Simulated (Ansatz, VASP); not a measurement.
# K2Si2O5 in two plane-wave programs

Wanted: the spread between two codes on one cell, functional and k mesh. The structure shown is frame 210 of Ansatz's trajectory.

Main program and level: Ansatz 0.2.0; plane waves, with VASP 6.6.1 beside it; single point at PBE.

**1. Starting point**

The cell holds 108 atoms: 24 K, 60 O and 24 Si. Its edges and angles: a = 12.519 Å, b = 12.519 Å, c = 12.519 Å, α = 90.0°, β = 90.0°, γ = 90.0°. As first built, before any earlier steps moved the atoms (in the runner's words): 108 atoms (24 K, 60 O, 24 Si) packed at random in a cube at 2.18 g/cm^3 and pushed apart as soft spheres, cations and anions kept from their own kind; a start for melting by ab initio MD, not an equilibrated structure.

**2. Ansatz: dynamics, PBE**

Ansatz runs on its default PAW (the set named soft_2) files.

One frame of this run of dynamics is then solved in both programs, so the motion causes no difference.

Contents of input.yaml:

```yaml
crystal:
  lattice:
    - [12.5191, 0.0, 0.0]
    - [0.0, 12.5191, 0.0]
    - [0.0, 0.0, 12.5191]
  atoms:
    - { symbol: K, position: [0.8817, 0.30411, 0.68214] }
    - { symbol: K, position: [0.01128, 0.97463, 0.80789] }
    - { symbol: K, position: [0.96095, 0.08032, 0.06445] }
    - { symbol: K, position: [0.34892, 0.45597, 0.90089] }
    - { symbol: K, position: [0.17026, 0.31698, 0.56708] }
    - { symbol: K, position: [0.42549, 0.59261, 0.66291] }
    - { symbol: K, position: [0.26496, 0.89764, 0.93313] }
    - { symbol: K, position: [0.85928, 0.4828, 0.55783] }
    - { symbol: K, position: [0.67085, 0.69703, 0.19101] }
    - { symbol: K, position: [0.68417, 0.12509, 0.2833] }
    - { symbol: K, position: [0.29741, 0.02604, 0.36154] }
    - { symbol: K, position: [0.36274, 0.65999, 0.35881] }
    - { symbol: K, position: [0.6714, 0.0827, 0.90411] }
    - { symbol: K, position: [0.57517, 0.77616, 0.50017] }
    - { symbol: K, position: [0.49968, 0.83295, 0.01711] }
    - { symbol: K, position: [0.84324, 0.31399, 0.12942] }
    - { symbol: K, position: [0.78169, 0.78309, 0.68827] }
    - { symbol: K, position: [0.75202, 0.0092, 0.60609] }
    - { symbol: K, position: [0.67498, 0.50342, 0.27875] }
    - { symbol: K, position: [0.31569, 0.44991, 0.1985] }
    - { symbol: K, position: [0.4137, 0.23855, 0.71974] }
    - { symbol: K, position: [0.52432, 0.02624, 0.10194] }
    - { symbol: K, position: [0.12229, 0.25851, 0.85177] }
    - { symbol: K, position: [0.04759, 0.65652, 0.26769] }
    - { symbol: O, position: [0.91532, 0.68125, 0.03294] }
    - { symbol: O, position: [0.11664, 0.46001, 0.80305] }
    - { symbol: O, position: [0.48802, 0.13339, 0.3551] }
    - { symbol: O, position: [0.20064, 0.90515, 0.70828] }
    - { symbol: O, position: [0.75424, 0.55163, 0.05687] }
    - { symbol: O, position: [0.53596, 0.32854, 0.4204] }
[... 72 atom lines left out ...]
    - { symbol: Si, position: [0.88589, 0.78742, 0.4221] }
    - { symbol: Si, position: [0.16035, 0.55302, 0.71785] }
    - { symbol: Si, position: [0.64525, 0.65376, 0.86884] }
    - { symbol: Si, position: [0.20391, 0.04857, 0.69139] }
    - { symbol: Si, position: [0.56764, 0.27879, 0.02879] }
    - { symbol: Si, position: [0.17921, 0.80441, 0.40181] }
kpoints:
  mp_grid: { grid: [1, 1, 1] }
hamiltonian:
  xc: pbe
scf:
  occupations: { method: fermi_dirac, width: 0.116 }
output:
  forces: true
md:
  timestep: 1.5
  n_steps: 420
  ensemble: nvt_langevin
  temperature: 1350
  initial_velocities: maxwell_boltzmann
  seed: 5813
```

Command:

```console
> ansatz run input.yaml --threads 32 --pin off --max-ram 143360MiB --backend cuda --events-out ev --progress --plain --runs-dir out
```

Numbers of over 12 decimals in the logs are rounded to 6 here.

The log of the run:

```text
Warning: md: disabling space-group detection — thermal motion breaks the input geometry's symmetry, so no spatial operation reduces the k-mesh or symmetrises the density; time reversal is kept, so that k and −k are solved as one point where they differ and the mesh holds both, and exact exchange and, on two spinor components, a DFT+U term hold to it where the run has them: on two components no moment then forms, and  [...]
band count auto-derived: 447 (N_el = 672.0; filled up to band 336; 444 by the electrons, moments and atoms)
Engine: ansatz 0.2.0, aarch64-unknown-linux-gnu
Pseudopotentials: kind: paw
Pseudopotential: K, paw, valence charge 9, recommended cutoff 420 eV (normal), K.paw.azcp
Pseudopotential: O, paw, valence charge 6, recommended cutoff 420 eV (normal), O.paw.azcp
Pseudopotential: Si, paw, valence charge 4, recommended cutoff 420 eV (normal), Si.paw.azcp
Functional definition: PBE
  parameter kappa = 0.804
  parameter beta = 0.066725
  exchange = pbe_x(kappa = kappa, mu = beta*pi^2/3)
  correlation = pbe_c(beta = beta)
[...]
Crystal: 108 atoms, lattice volume = 1962.092 Å³
Basis set: ecut = 420 eV, 38401 PW (Γ), exchange–correlation on 180×180×180 points (8 copies of the dense FFT grid, shifted against one another)
Bands: 447, of which v1, the nominal top of the filled ones, is band 336 counted from 1 (335 counted from 0)
Symmetry: 1 space group operations
k-points: 1
Non-local potential: K, projectors of the file, l = 0: 3, l = 1: 2, l = 2: 2
Non-local potential: O, projectors of the file, l = 0: 2, l = 1: 2, l = 2: 1
Non-local potential: Si, projectors of the file, l = 0: 2, l = 1: 2, l = 2: 2
PAW form: soft (Blöchl's): semilocal exchange-correlation on the pseudo side does not see the compensation charge
PAW one-centre angular grid: K, 110 points (default); XC on 64 Gauss nodes
PAW one-centre angular grid: O, 110 points (default); XC on 64 Gauss nodes
PAW one-centre angular grid: Si, 110 points (default); XC on 64 Gauss nodes
Initial density: superposition of atomic densities (neutral atoms: chi_scale 0, normalization atom), corrected by the library's trained network
Initial wavefunctions: pseudopotential atomic-orbital guess
[...]
Functional: x = pbe(κ = 0.804, μ = 0.219515), c = pbe(β = 0.066725)
SCF iter   1: F=—  HF=-86257.323700 eV  |F-HF|=—  |Δ(HF+E_count)|=         —  Δρ=7.83e-3  dr2=2.82e0  ethr=1.77e-3  ⟨swp⟩=5.0  Hψ=1895  notcnv=0  defer=91
preconditioner: auto → LDOS  [insulator: Δε(μ)=0.411 eV  Ē_g=14.246 eV  σ=0.116 eV  W_gap=0.63  n_scr=388 (ndim 8)  ℏωp=20.9 eV  f_vac=0.196  D(μ)=15.88/eV (n_scr^D=56)  ε∞_Penn≈3.2  β→1.0]
SCF iter   2: F=—  HF=-86257.707164 eV  |F-HF|=—  |Δ(HF+E_count)|=   3.83e-1  Δρ=1.33e-2  dr2=8.87e0  ethr=4.20e-4  ⟨swp⟩=3.0  Hψ=796  notcnv=0  defer=94  recentre
[...]
SCF iter  15: F=-86257.086336 eV  HF=-86257.086336 eV  |F-HF|=2.62e-8  |Δ(HF+E_count)|=   2.37e-8  Δρ=1.17e-6  dr2=4.57e-8  ethr=1.49e-11  ⟨swp⟩=3.0  Hψ=1108  notcnv=0
SCF 1 converged in 15 iterations: F = -86257.086336 eV  dr2 = 4.57e-8
  greatest PAW one-centre occupation: 0.988 electrons in one spin orbital (limit 2), on the K atom at site 19 (counted from 0), in its partial waves of l = 0
md step     0: t =     0.00 fs  T =  1337.5 K  F+E_penalty+E_count = -86257.08633575 eV  E_kin = 18.671607 eV  (15 SCF iters)
[... from here on, the SCF cycles and remarks between the steps are left out ...]
md step    20: t =    30.00 fs  T =  2106.9 K  F+E_penalty+E_count = -86271.86468475 eV  E_kin = 29.413116 eV  (15 SCF iters)
md step    45: t =    67.50 fs  T =  1964.0 K  F+E_penalty+E_count = -86277.88406658 eV  E_kin = 27.417805 eV  (9 SCF iters)
md step    70: t =   105.00 fs  T =  1897.5 K  F+E_penalty+E_count = -86282.48258295 eV  E_kin = 26.489159 eV  (16 SCF iters)
md step    95: t =   142.50 fs  T =  1719.5 K  F+E_penalty+E_count = -86286.58231516 eV  E_kin = 24.004605 eV  (10 SCF iters)
md step   120: t =   180.00 fs  T =  1528.4 K  F+E_penalty+E_count = -86288.13377275 eV  E_kin = 21.337003 eV  (15 SCF iters)
md step   145: t =   217.50 fs  T =  1562.3 K  F+E_penalty+E_count = -86289.83190958 eV  E_kin = 21.809964 eV  (11 SCF iters)
md step   170: t =   255.00 fs  T =  1423.6 K  F+E_penalty+E_count = -86290.70187548 eV  E_kin = 19.873091 eV  (15 SCF iters)
md step   195: t =   292.50 fs  T =  1214.3 K  F+E_penalty+E_count = -86289.16847992 eV  E_kin = 16.951186 eV  (11 SCF iters)
md step   220: t =   330.00 fs  T =  1370.8 K  F+E_penalty+E_count = -86292.81266736 eV  E_kin = 19.136043 eV  (15 SCF iters)
md step   245: t =   367.50 fs  T =  1405.1 K  F+E_penalty+E_count = -86290.94633337 eV  E_kin = 19.615987 eV  (11 SCF iters)
md step   270: t =   405.00 fs  T =  1415.4 K  F+E_penalty+E_count = -86293.78277676 eV  E_kin = 19.758658 eV  (13 SCF iters)
md step   295: t =   442.50 fs  T =  1217.3 K  F+E_penalty+E_count = -86291.08830410 eV  E_kin = 16.993755 eV  (10 SCF iters)
md step   315: t =   472.50 fs  T =  1293.4 K  F+E_penalty+E_count = -86292.03137112 eV  E_kin = 18.056389 eV  (8 SCF iters)
md step   320: t =   480.00 fs  T =  1217.3 K  F+E_penalty+E_count = -86291.18987789 eV  E_kin = 16.993988 eV  (10 SCF iters)
md step   325: t =   487.50 fs  T =  1231.1 K  F+E_penalty+E_count = -86291.41734570 eV  E_kin = 17.185677 eV  (8 SCF iters)
md step   330: t =   495.00 fs  T =  1428.9 K  F+E_penalty+E_count = -86293.04035875 eV  E_kin = 19.947704 eV  (13 SCF iters)
md step   335: t =   502.50 fs  T =  1367.1 K  F+E_penalty+E_count = -86292.03242495 eV  E_kin = 19.084692 eV  (11 SCF iters)
md step   340: t =   510.00 fs  T =  1365.4 K  F+E_penalty+E_count = -86292.01290822 eV  E_kin = 19.061190 eV  (14 SCF iters)
md step   345: t =   517.50 fs  T =  1474.1 K  F+E_penalty+E_count = -86292.93200054 eV  E_kin = 20.578599 eV  (10 SCF iters)
md step   350: t =   525.00 fs  T =  1511.6 K  F+E_penalty+E_count = -86293.36824420 eV  E_kin = 21.101758 eV  (13 SCF iters)
md step   355: t =   532.50 fs  T =  1393.8 K  F+E_penalty+E_count = -86290.93998288 eV  E_kin = 19.457283 eV  (11 SCF iters)
md step   360: t =   540.00 fs  T =  1239.8 K  F+E_penalty+E_count = -86288.65896862 eV  E_kin = 17.307411 eV  (13 SCF iters)
md step   365: t =   547.50 fs  T =  1206.6 K  F+E_penalty+E_count = -86288.77655587 eV  E_kin = 16.844674 eV  (9 SCF iters)
[...]
md step   390: t =   585.00 fs  T =  1414.2 K  F+E_penalty+E_count = -86290.30955123 eV  E_kin = 19.742640 eV  (11 SCF iters)
md step   395: t =   592.50 fs  T =  1406.6 K  F+E_penalty+E_count = -86290.37541366 eV  E_kin = 19.636845 eV  (8 SCF iters)
md step   400: t =   600.00 fs  T =  1425.5 K  F+E_penalty+E_count = -86290.16091561 eV  E_kin = 19.900748 eV  (11 SCF iters)
md step   405: t =   607.50 fs  T =  1525.3 K  F+E_penalty+E_count = -86291.11970861 eV  E_kin = 21.293352 eV  (8 SCF iters)
md step   410: t =   615.00 fs  T =  1445.8 K  F+E_penalty+E_count = -86290.37097941 eV  E_kin = 20.182835 eV  (14 SCF iters)
md step   415: t =   622.50 fs  T =  1274.2 K  F+E_penalty+E_count = -86289.32576084 eV  E_kin = 17.788320 eV  (11 SCF iters)
md step   419: t =   628.50 fs  T =  1384.2 K  F+E_penalty+E_count = -86291.06367893 eV  E_kin = 19.323025 eV  (11 SCF iters)
md step   420: t =   630.00 fs  T =  1386.1 K  F+E_penalty+E_count = -86291.22146740 eV  E_kin = 19.349704 eV  (13 SCF iters)
SCF converged after 13 iterations
Free energy (F): -86291.221467 eV
Harris-Foulkes:  -86291.221467 eV  (|F-HF|=7.01e-9)
Internal energy: -86290.855878 eV  (E = F + TS)
E sigma→0 (E₀):  -86291.038673 eV
Entropy (-TS):   -0.365590 eV (-3.385 meV/atom)
Fermi energy:    4.595853 eV
--- Per-component energies (eV) ---
  E_band       = -4526.611040
  E_kinetic    = 17800.275168
  E_local      = -48840.935537  (includes V_loc(G=0)·N_el)
  E_nonlocal   = 3764.208389
  E_hartree    = 18235.220629
  E_xc         = -9051.225384
  E_vxc        = -10800.755886  (∫ρ·V_xc dr)
  E_paw        = -40576.317286  (= ΣΔE_a)
  E_vpaw       = -2919.988628  (= ΣTr[D̂ρ^β])
  E_aug_tail   = 0.148549  (compensation charges beyond the density's cutoff)
  E_ewald      = -27622.230405
  E_smearing   = -0.365590  (= −TS)
  E_closure    = 0.000000  (closes the sum)
  Σ components = -86291.221467   (vs F -86291.221467, Δ=0.00e0)
--- Forces (eV/Å), atoms counted from 1 ---
[... 108 lines of forces left out ...]
  max |Σ_I F_I| component: 1.22e-4 eV/Å
--- MD trajectory: 420 steps, t = 0.0 → 630.0 fs ---
  final state: T = 1386.1 K   F+E_penalty+E_count = -86291.22146740 eV   E_kin = 19.349704 eV
```

The column dr2 measures how far the density is from self-consistency, as an energy; F and HF (Harris–Foulkes) agree once it is small.

**3. VASP: single point, PBE**

The same cell, functional, mesh and smearing now go to VASP, with its own data sets.

Lines of VASP's logs that name or quote its potential files are left out, and so is its time.

Contents of INCAR:

```
SYSTEM = K2Si2O5
PREC = Accurate
ENCUT = 520
EDIFF = 1E-06
NELM = 120
ISMEAR = -1
SIGMA = 0.116
LREAL = Auto
ALGO = Normal
GGA = PE
NBANDS = 416
LORBIT = 11
LWAVE = .FALSE.
LCHARG = .FALSE.
ISIF = 2
LASPH = .TRUE.
GGA_COMPAT = .FALSE.
EFERMI = MIDGAP
NCORE = 2
```

Contents of POSCAR:

```
K2Si2O5
1.0
   12.5191000000      0.0000000000      0.0000000000
    0.0000000000     12.5191000000      0.0000000000
    0.0000000000      0.0000000000     12.5191000000
K O Si
24 60 24
Direct
    0.8075660391      0.2599228379      0.6649839046
    0.0039140194      0.9869719069      0.7712215734
    0.8721074199      0.0246024075      0.0450511618
    0.2116765582      0.5681718334      0.9432786702
    0.2340423832      0.3271800689      0.4863768162
    0.4491536932      0.5193664081      0.6609101293
    0.2265338563      0.9067744486      0.9208329672
    0.8882427651      0.4402073631      0.5124969047
    0.6569961099      0.7208185892      0.3009002245
    0.7952648353      0.1012053582      0.3640836801
    0.2935514534      0.0775614860      0.3731897660
    0.3609684402      0.6991716657      0.2454649296
    0.6941393551      0.1333961707      0.8815330175
    0.5074645941      0.7681063335      0.4927670519
    0.4382902924      0.8626019442      0.0713310062
    0.8319288128      0.2892380443      0.0641419910
    0.7859191156      0.7189015185      0.6786430334
    0.6924619182      0.0093457197      0.5716065851
    0.6811192498      0.4264683564      0.2471423665
    0.3555367399      0.3931592527      0.1884320758
    0.4275866476      0.1058382791      0.8680336446
    0.5397352845      0.0226853368      0.2061649799
    0.0826736746      0.2508966299      0.8328074702
    0.0877059853      0.6684985342      0.1757314823
    0.9165195581      0.6544400157      0.0217268014
    0.0762834389      0.4914091269      0.7260106557
    0.4246311636      0.1948223115      0.3116837472
    0.1993753545      0.9562987755      0.7089966531
    0.7724996206      0.4743152463      0.0179725380
    0.5373389461      0.3622464874      0.3890055994
[... 72 atom lines left out ...]
    0.9146024874      0.7617160978      0.4069781374
    0.1722967306      0.5678523217      0.6678595107
    0.5830291315      0.6878289973      0.8989464099
    0.2034491297      0.0835523320      0.6650637825
    0.5501992955      0.3099264324      0.0261999665
    0.1751723367      0.8309702774      0.3906830363
```

Contents of KPOINTS:

```
Automatic mesh
0
Gamma
1 1 1
0 0 0
```

The projector-augmented-wave data sets are K_sv, O and Si (PBE family, release 64).

Command:

```console
> mpirun -np 8 vasp_gam
```

The log of the run:

```text
[banner, memory and clock lines left out]
running    8 mpi-ranks, on    1 nodes
[...]
LDA part: xc-table for (Slater+PW92), standard interpolation
 POSCAR, INCAR and KPOINTS ok, starting setup
[...]
entering main loop
       N       E                     dE             d eps       ncg     rms          rms(c)
DAV:   1     0.723804298236E+04    0.72380E+04   -0.37864E+05   832   0.157E+03
DAV:   2    -0.570230023723E+02   -0.72951E+04   -0.70378E+04  1032   0.438E+02
DAV:   3    -0.775394725775E+03   -0.71837E+03   -0.71350E+03  1024   0.139E+02
DAV:   4    -0.803613587657E+03   -0.28219E+02   -0.28125E+02  1040   0.276E+01
[...]
DAV:  21    -0.681646620163E+03    0.27014E-05   -0.29294E-05  1088   0.106E-02    0.165E-02
DAV:  22    -0.681646617816E+03    0.23465E-05   -0.99724E-06   920   0.865E-03    0.135E-02
DAV:  23    -0.681646617287E+03    0.52905E-06   -0.64593E-06   936   0.658E-03
   1 F= -.68164662E+03 E0= -.68143374E+03  d E =-.425756E+00
```

From OUTCAR (step 3):

```text
  Total        8.7696627     42.4088022      5.7097882     -7.9807636     -5.2445887     -7.8350782
  in kB        7.1610078     34.6295831      4.6624186     -6.5168197     -4.2825525     -6.3978579
  external PRESSURE =      15.4843365 kB  Pullay stress =       0.0000000 kB

 POSITION                                       TOTAL-FORCE (eV/Angst)
 -----------------------------------------------------------------------------------
     10.11000      3.25400      8.32500         0.455873      0.395355      0.592587
      0.04900     12.35600      9.65500        -1.069216      0.887446      0.096055
     10.91800      0.30800      0.56400         1.064285      1.287685      0.334182
      2.65000      7.11300     11.80900        -0.088085     -0.408401     -0.195178
      2.93000      4.09600      6.08900        -0.120220      0.050145      0.626358
      5.62300      6.50200      8.27400         1.274129      0.052049      0.232465
      2.83600     11.35200     11.52800         0.407777      0.118217     -0.148595
     11.12000      5.51100      6.41600         1.579057      0.707984      0.673120
      8.22500      9.02400      3.76700         0.000113      0.209031     -0.230061
      9.95600      1.26700      4.55800         0.523487     -0.087083     -0.540361
[...]
2.33600      8.42100      9.41200        -0.116255     -0.461027      0.220310
      3.36800      6.18700      7.93900        -1.103382      0.536138     -0.048568
      8.56000      9.68300     10.90000        -1.500406     -1.241436      2.122442
[...]
-----------------------------------------------------------------------------------
    total drift:                               -0.021969     -0.020846     -0.024844

  FREE ENERGIE OF THE ION-ELECTRON SYSTEM (eV)
  ---------------------------------------------------
  free  energy   TOTEN  =      -681.6466172872 eV

  energy  without entropy=     -681.2208617368  energy(sigma->0) =     -681.43373951

[... 3 further parts left out ...]
[key lines of the parts left out:]
E-fermi :   1.9664
```

The run ends at a pressure of 1.55 GPa, with forces up to 7.9 eV/Å.

**4. Side by side**

Known differences besides the potentials themselves: the cutoff is 420 eV in Ansatz and 520 eV in VASP (PREC = Accurate, projectors in real space). Total energies have different zeros and are not compared.

Forces on 10 of the 108 atoms, those with the largest forces and the largest differences (eV/Å; atoms numbered as in POSCAR):

```tsv
atom	Ansatz x, y, z	VASP x, y, z
O30	0.450, 4.815, -0.063	0.483, 4.891, -0.046
O47	0.564, -0.546, 1.088	0.410, -0.577, 1.045
O58	-0.292, -0.535, 0.302	-0.279, -0.461, 0.137
Si90	1.061, 3.476, 4.365	1.138, 3.433, 4.362
Si91	3.234, 0.456, -4.876	3.232, 0.404, -4.947
Si97	-3.436, -4.579, -0.899	-3.464, -4.585, -0.904
Si98	-5.206, -1.318, 1.017	-5.191, -1.361, 1.083
Si101	-3.360, -1.775, -2.774	-3.393, -1.864, -2.639
Si102	3.385, -7.142, 0.011	3.403, -7.167, 0.004
Si104	1.891, -2.968, 3.328	1.817, -2.943, 3.292
```

The forces differ by 44 meV/Å r.m.s., which is 2.9 % of the r.m.s. force of 1.507 eV/Å (both taken over all components).

**5. Summary of results**

```yaml
r_m_s_force_difference_single_point_pbe: 2.9 % of the r.m.s. force
```

In words: The r.m.s. force difference is 2.9 % of the r.m.s. force (single point, PBE), at about the 3 % picked in this series as the mark of a large difference. 2 further runs of this series are not shown here. Such differences can come from data sets, numerical settings and the points named under the comparisons, not from the functional's error against experiment.

[Lines on the potential files, build, host, timing and source positions are cut from VASP's logs without a mark.]

[Logs are printed without paths, hosts, clocks, repeated set-up lines and the standing remarks that a program may print on its own settings, such as how far it seeks lower states.]

[Hosts, paths, dates, database ids (printed as entryN), source tags and the programs' standing remarks are cut or masked in the printed files.]
